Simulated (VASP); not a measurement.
Consider the following.

```yaml
crystal:
  lattice:
    - [0.00000, 2.80645, 2.80645]
    - [2.80645, 0.00000, 2.80645]
    - [2.80645, 2.80645, 0.00000]
  atoms:
    - { symbol: Ba, position: [0.00000, 0.00000, 0.00000] }
    - { symbol: O, position: [0.50000, 0.50000, 0.50000] }
```

Computed with G0W0 on PBE orbitals, VASP's PBE PAW potentials (set 64) (plane waves; VASP). Numerical set-up: PREC = Normal, 500 eV cut-off, 4×4×4 Γ-centred mesh, Gaussian smearing of 0.010 eV, potentials Ba_sv_GW O_GW_new.

The mesh is coarse and the basis finite, so the quasiparticle values are not converged.

NBANDS = 160, ENCUTGW = 200 eV, NOMEGA = 64. The PBE levels (eV) that the step starts from are:

```tsv
state	KS energy	filling
k1 (0.00, 0.00, 0.00), band 5	-6.17	2
k1 (0.00, 0.00, 0.00), band 6	3.91	2
k1 (0.00, 0.00, 0.00), band 7	3.91	2
k1 (0.00, 0.00, 0.00), band 8	3.91	2
k1 (0.00, 0.00, 0.00), band 9	7.68	0
k1 (0.00, 0.00, 0.00), band 10	9.01	0
k1 (0.00, 0.00, 0.00), band 11	9.01	0
k1 (0.00, 0.00, 0.00), band 12	9.01	0
k5 (0.50, 0.25, 0.00), band 5	-6.49	2
k5 (0.50, 0.25, 0.00), band 6	3.30	2
k5 (0.50, 0.25, 0.00), band 7	3.53	2
k5 (0.50, 0.25, 0.00), band 8	3.58	2
k5 (0.50, 0.25, 0.00), band 9	7.90	0
k5 (0.50, 0.25, 0.00), band 10	10.44	0
k5 (0.50, 0.25, 0.00), band 11	11.55	0
k5 (0.50, 0.25, 0.00), band 12	12.01	0
k7 (0.50, 0.50, 0.00), band 5	-6.69	2
k7 (0.50, 0.50, 0.00), band 6	4.10	2
k7 (0.50, 0.50, 0.00), band 7	4.10	2
k7 (0.50, 0.50, 0.00), band 8	4.25	2
k7 (0.50, 0.50, 0.00), band 9	6.41	0
k7 (0.50, 0.50, 0.00), band 10	10.12	0
k7 (0.50, 0.50, 0.00), band 11	12.55	0
k7 (0.50, 0.50, 0.00), band 12	13.02	0
```

Q: Give the quasiparticle energies and renormalisation factors Z.

A: 
```
state                           QP energy (eV)     Z
------------------------------  --------------  ----
k1 (0.00, 0.00, 0.00), band 5            -7.82  0.77
k1 (0.00, 0.00, 0.00), band 6             3.20  0.71
k1 (0.00, 0.00, 0.00), band 7             3.20  0.71
k1 (0.00, 0.00, 0.00), band 8             3.20  0.71
k1 (0.00, 0.00, 0.00), band 9             8.12  0.81
k1 (0.00, 0.00, 0.00), band 10            9.69  0.80
k1 (0.00, 0.00, 0.00), band 11            9.69  0.80
k1 (0.00, 0.00, 0.00), band 12            9.69  0.80
k5 (0.50, 0.25, 0.00), band 5            -8.16  0.77
k5 (0.50, 0.25, 0.00), band 6             2.48  0.71
k5 (0.50, 0.25, 0.00), band 7             2.75  0.71
k5 (0.50, 0.25, 0.00), band 8             2.79  0.71
k5 (0.50, 0.25, 0.00), band 9             8.49  0.80
k5 (0.50, 0.25, 0.00), band 10           11.25  0.78
k5 (0.50, 0.25, 0.00), band 11           12.51  0.78
k5 (0.50, 0.25, 0.00), band 12           13.18  0.77
k7 (0.50, 0.50, 0.00), band 5            -8.35  0.76
k7 (0.50, 0.50, 0.00), band 6             3.38  0.71
k7 (0.50, 0.50, 0.00), band 7             3.38  0.71
k7 (0.50, 0.50, 0.00), band 8             3.51  0.72
k7 (0.50, 0.50, 0.00), band 9             6.83  0.82
k7 (0.50, 0.50, 0.00), band 10           10.96  0.80
k7 (0.50, 0.50, 0.00), band 11           14.17  0.77
k7 (0.50, 0.50, 0.00), band 12           14.07  0.79
```
On the mesh the gap opens from 2.16 to 3.32 eV.

The compound is BaO in the rock salt structure. This cell is one point of a volume scan, at 1.04 of the reference volume. The k-mesh is coarse (spacing up to 0.48 per Å, 2π included), so the numbers may not be converged in it.
